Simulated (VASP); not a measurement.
Level of theory: SCAN meta-GGA, VASP's PBE PAW potentials (set 64) (plane waves; VASP).

VASP ran on this input.

**INCAR**
```
! general
SYSTEM  = ZnS
PREC    = Accurate
ENCUT   = 520
LREAL   = .False.
LASPH   = .True.

! electronic loop
EDIFF   = 1E-7
NELM    = 100
ALGO    = Normal
LMAXMIX = 4
LMIXTAU = .True.

! smearing
ISMEAR  = 0
SIGMA   = 0.05

! functional
METAGGA = SCAN

! ions
IBRION  = 2
NSW     = 30
ISIF    = 4
EDIFFG  = -0.01

! output
LWAVE   = .False.
LCHARG  = .False.
```

File KPOINTS:
```
Automatic mesh
0
Gamma
7 7 4
0 0 0
```

### POSCAR
```
ZnS
1.0
  1.9167254235  -3.3198657756   0.0000000000
  1.9167254235   3.3198657756   0.0000000000
  0.0000000000   0.0000000000   6.2954355479
Zn S
2 2
Cartesian
  1.9167254235  -1.1066241384   3.1496471562
  1.9167254235   1.1066241384   0.0019293823
  1.9167254235  -1.1066241384   5.5065767221
  1.9167254235   1.1066241384   2.3588589482
```

POTCAR, in this order: Zn S (PBE.64 set). Program: vasp_std.

The resulting files:

OSZICAR:
```
       N       E                     dE             d eps       ncg     rms          rms(c)
DAV:   1     0.197534200693E+03    0.19753E+03   -0.17941E+04  1056   0.202E+03
DAV:   2    -0.338285189357E+02   -0.23136E+03   -0.22606E+03  1122   0.383E+02
DAV:   3    -0.555266688613E+02   -0.21698E+02   -0.21609E+02  1260   0.121E+02
DAV:   4    -0.559833889480E+02   -0.45672E+00   -0.45616E+00  1254   0.182E+01
DAV:   5    -0.559912493515E+02   -0.78604E-02   -0.78597E-02  1260   0.229E+00    0.102E+01
DAV:   6    -0.519049399053E+02    0.40863E+01   -0.35020E+00  1406   0.507E+01    0.908E+00
DAV:   7    -0.492798788929E+02    0.26251E+01   -0.11374E+00  1116   0.129E+01    0.432E+00
DAV:   8    -0.501307142331E+02   -0.85084E+00   -0.94085E-01  1116   0.671E+00    0.143E+00
DAV:   9    -0.499416813140E+02    0.18903E+00   -0.15105E-01  1074   0.406E+00    0.106E+00
DAV:  10    -0.499026135667E+02    0.39068E-01   -0.11519E-01  1056   0.341E+00    0.733E-01
DAV:  11    -0.499646998420E+02   -0.62086E-01   -0.11819E-01  1056   0.366E+00    0.179E-01
DAV:  12    -0.499651111024E+02   -0.41126E-03   -0.98595E-03  1110   0.126E+00    0.991E-02
DAV:  13    -0.499667506069E+02   -0.16395E-02   -0.67964E-03  1110   0.928E-01    0.112E-01
DAV:  14    -0.499652690689E+02    0.14815E-02   -0.51126E-03  1056   0.878E-01    0.585E-02
DAV:  15    -0.499676764545E+02   -0.24074E-02   -0.13404E-03  1140   0.366E-01    0.283E-02
DAV:  16    -0.499684681289E+02   -0.79167E-03   -0.70058E-04  1092   0.345E-01    0.147E-02
DAV:  17    -0.499684650563E+02    0.30726E-05   -0.20628E-05  1320   0.559E-02    0.142E-02
DAV:  18    -0.499685027196E+02   -0.37663E-04   -0.22682E-05  1086   0.581E-02    0.293E-03
DAV:  19    -0.499685074624E+02   -0.47428E-05   -0.23657E-06  1260   0.172E-02    0.336E-03
DAV:  20    -0.499685060143E+02    0.14481E-05   -0.12757E-07   866   0.426E-03    0.228E-03
DAV:  21    -0.499685094615E+02   -0.34472E-05   -0.18059E-07   862   0.561E-03    0.130E-03
DAV:  22    -0.499685070536E+02    0.24078E-05   -0.65335E-08   774   0.385E-03    0.781E-04
DAV:  23    -0.499685079616E+02   -0.90797E-06   -0.24289E-08   654   0.186E-03    0.333E-04
DAV:  24    -0.499685075151E+02    0.44647E-06   -0.54641E-09   594   0.860E-04    0.265E-04
DAV:  25    -0.499685079962E+02   -0.48103E-06   -0.98689E-09   600   0.153E-03    0.197E-04
DAV:  26    -0.499685079299E+02    0.66227E-07   -0.23651E-09   576   0.695E-04
   1 F= -.49968508E+02 E0= -.49968508E+02  d E =-.499685E+02
       N       E                     dE             d eps       ncg     rms          rms(c)
DAV:   1    -0.499685259470E+02   -0.17951E-04   -0.58189E-02  1068   0.170E+00    0.107E-01
DAV:   2    -0.499687352260E+02   -0.20928E-03   -0.15851E-03  1200   0.330E-01    0.326E-02
DAV:   3    -0.499687302345E+02    0.49915E-05   -0.39956E-05  1192   0.612E-02    0.251E-02
DAV:   4    -0.499687125600E+02    0.17675E-04   -0.47043E-05  1134   0.652E-02    0.679E-03
DAV:   5    -0.499687266564E+02   -0.14096E-04   -0.22814E-05  1074   0.522E-02    0.446E-03
DAV:   6    -0.499687245349E+02    0.21215E-05   -0.18502E-06  1092   0.160E-02    0.331E-03
DAV:   7    -0.499687281315E+02   -0.35965E-05   -0.19564E-06  1080   0.159E-02    0.919E-04
DAV:   8    -0.499687256531E+02    0.24784E-05   -0.56705E-07  1080   0.917E-03    0.423E-04
DAV:   9    -0.499687269591E+02   -0.13060E-05   -0.47831E-08   720   0.275E-03    0.392E-04
DAV:  10    -0.499687255954E+02    0.13637E-05   -0.41525E-08   684   0.242E-03    0.908E-05
DAV:  11    -0.499687264382E+02   -0.84275E-06   -0.13223E-08   570   0.136E-03    0.461E-05
DAV:  12    -0.499687265599E+02   -0.12168E-06   -0.13144E-09   564   0.509E-04    0.399E-05
DAV:  13    -0.499687264713E+02    0.88523E-07   -0.19695E-10   564   0.156E-04
   2 F= -.49968726E+02 E0= -.49968726E+02  d E =-.218541E-03
```

OUTCAR:
```
------------------------ aborting loop because EDIFF is reached ----------------------------------------
  FORCE on cell =-STRESS in cart. coord.  units (eV):
  Direction    XX          YY          ZZ          XY          YZ          ZX
  --------------------------------------------------------------------------------------
  Total       -1.1702360     -1.1702360     -1.1178365      0.0000000      0.0000000      0.0000000
  in kB      -23.4017237    -23.4017231    -22.3538669      0.0000000      0.0000000      0.0000000
  external PRESSURE =     -23.0524379 kB  Pullay stress =       0.0000000 kB
  volume of cell :       80.12
      direct lattice vectors                 reciprocal lattice vectors
     1.916949386 -3.320253692 -0.000000000     0.260831091 -0.150590903  0.000000000
     1.916949386  3.320253692  0.000000000     0.260831091  0.150590903 -0.000000000
     0.000000000  0.000000000  6.293964604     0.000000000 -0.000000000  0.158882368
  FREE ENERGIE OF THE ION-ELECTRON SYSTEM (eV)
  ---------------------------------------------------
  free  energy   TOTEN  =       -49.9687264713 eV

  energy  without entropy=      -49.9687264713  energy(sigma->0) =      -49.96872647

 reached required accuracy - stopping structural energy minimisation
```
(Selected blocks of OUTCAR.)

### CONTCAR
```
ZnS
   1.00000000000000
     1.9169493862595757   -3.3202536916340639   -0.0000000000000000
     1.9169493862595757    3.3202536916340639    0.0000000000000000
     0.0000000000000000    0.0000000000000000    6.2939646036251018
  Zn              S
     2     2
Direct
     0.6666669999999968    0.3333330000000032    0.5006382925835167
     0.3333330000000032    0.6666669999999968    0.0006382925835167
     0.6666669999999968    0.3333330000000032    0.8743617074164833
     0.3333330000000032    0.6666669999999968    0.3743617074164833
```

OUTCAR:
```
 val. band max:        1.6766598652   @ k =   0.0000   0.0000   0.0000

 cond. band min:       4.2961646356   @ k =   0.0000   0.0000   0.0000


 Fermi energy:         1.9168979125

 k-point     1 :       0.0000    0.0000    0.0000
  band No.  band energies     occupation
      1     -11.9375      2.00000
      2     -11.0214      2.00000
      3      -4.7751      2.00000
      4      -4.7585      2.00000
      5      -4.7585      2.00000
      6      -4.6697      2.00000
      7      -4.6697      2.00000
      8      -4.2822      2.00000
      9      -4.2822      2.00000
     10      -4.2109      2.00000
     11      -4.2109      2.00000
     12      -4.0678      2.00000
     13      -3.6649      2.00000
     14       0.7856      2.00000
     15       0.7856      2.00000
     16       1.5865      2.00000
     17       1.6767      2.00000
     18       1.6767      2.00000
     19       4.2962      0.00000
     20       5.2218      0.00000
     21       8.4694      0.00000
     22       8.4696      0.00000

 k-point     2 :       0.1429    0.0000    0.0000
  band No.  band energies     occupation
      1     -11.8032      2.00000
      2     -10.9478      2.00000
      3      -4.7663      2.00000
      4      -4.7446      2.00000
      5      -4.7322      2.00000
      6      -4.6511      2.00000
      7      -4.6313      2.00000
      8      -4.2998      2.00000
      9      -4.2825      2.00000
     10      -4.2671      2.00000
     11      -4.2045      2.00000
     12      -4.0278      2.00000
     13      -3.4668      2.00000
     14      -0.1557      2.00000
     15       0.4857      2.00000
     16       0.6525      2.00000
     17       1.4100      2.00000
     18       1.5096      2.00000
     19       5.2058      0.00000
     20       6.0208      0.00000
     21       7.9490      0.00000
     22       8.8386      0.00000

 k-point     3 :       0.2857    0.0000    0.0000
  band No.  band energies     occupation
      1     -11.4587      2.00000
...
```

The compound is ZnS in the wurtzite structure, the high-temperature form. This cell is one point of a volume scan, at 1.03 of the reference volume. Symmetry was kept, so distortions that lower it aren't found.
